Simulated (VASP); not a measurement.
Data:

```
CELL_PARAMETERS angstrom
     -2.52085     2.52085     2.52085
      2.52085    -2.52085     2.52085
      2.52085     2.52085    -2.52085
ATOMIC_POSITIONS crystal
  K  0.00000 0.00000 0.00000
```

Level of theory: LDA (Ceperley-Alder, Perdew-Zunger), VASP's LDA PAW potentials (set 64) (plane waves; VASP 6.6.1). Settings: 520 eV cut-off, Gaussian smearing of 0.050 eV, potentials K_sv.

Q: What does the run give for the band gap (along the path) with the smallest direct gap where there is one?

A: 
- band gap (along the path): none (metal, semimetal or under 0.01 eV)

The absolute energy has meaning only against runs of the same code, potentials and settings.

The compound is K in the bcc structure. It was relaxed first, which changed the volume by -13 %.
